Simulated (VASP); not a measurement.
Here is the system:

```
Sb
1.0
    3.78650    -2.10659    -0.02714
    3.78650     2.10659    -0.02714
    2.63934     0.00000     3.43656
Sb
2
Direct
  0.23603   0.23603   0.23603
  0.76397   0.76397   0.76397
```

Calculation: LDA (Ceperley-Alder, Perdew-Zunger), VASP's LDA PAW potentials (set 64) (plane waves; VASP). Run with 520 eV cut-off, 10×10×10 Γ-centred mesh, first-order Methfessel-Paxton smearing of 0.10 eV, potentials Sb.

Question: The ions and cell shape at fixed volume are relaxed. Give the cell that the relaxation ends in.

Answer: 
```
Sb
1.0
    3.73653    -2.12318    -0.05378
    3.73653     2.12318    -0.05378
    2.58034     0.00000     3.43719
Sb
2
Direct
  0.23927   0.23927   0.23927
  0.76073   0.76073   0.76073
```
Space group R-3m (166), at a tolerance of 0.03 Å.

Question: How much energy does the relaxation gain?

Answer: The energy (σ→0) changes by -5.9 meV/atom, in 6 ionic steps.

| step | E(σ→0) (eV) | max force (eV/Å) | pressure (GPa) | volume (Å³) |
|---|---|---|---|---|
| 1 | -9.5845 | 0.314 | 4.47 | 55.13 |
| 2 | -9.5923 | 0.152 | 4.01 | 55.13 |
| 3 | -9.5956 | 0.010 | 3.47 | 55.13 |
| 4 | -9.5956 | 0.019 | 3.43 | 55.13 |
| 5 | -9.5961 | 0.006 | 3.40 | 55.13 |
| 6 | -9.5962 | 0.003 | 3.37 | 55.13 |

The compound is Sb in the a7 structure. This cell is one point of a volume scan, at 0.94 of the reference volume. Symmetry was kept, so distortions that lower it aren't found.
